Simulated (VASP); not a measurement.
Input:

```yaml
crystal:
  lattice:
    - [0.00000, 2.81765, 2.81765]
    - [2.81765, 0.00000, 2.81765]
    - [2.81765, 2.81765, 0.00000]
  atoms:
    - { symbol: Li, position: [0.25000, 0.25000, 0.25000] }
    - { symbol: Li, position: [0.75000, 0.75000, 0.75000] }
    - { symbol: S, position: [0.00000, 0.00000, 0.00000] }
```

These are vdW-DF2, VASP's PBE PAW potentials (set 64) (plane waves; VASP) values and carry that method's errors. Numerical set-up: 520 eV cut-off, 7×7×7 Γ-centred mesh, Gaussian smearing of 0.050 eV, potentials Li_sv S.

### Question
What does the run give for the energy per atom (σ→0), pressure?

### Answer

| Quantity | Result |
|---|---|
| energy per atom (σ→0) | -291.7 kJ/mol of atoms |
| pressure | 2.77 GPa |

The compound is Li2S in the antifluorite structure. This cell is one point of a volume scan, at 0.94 of the reference volume.
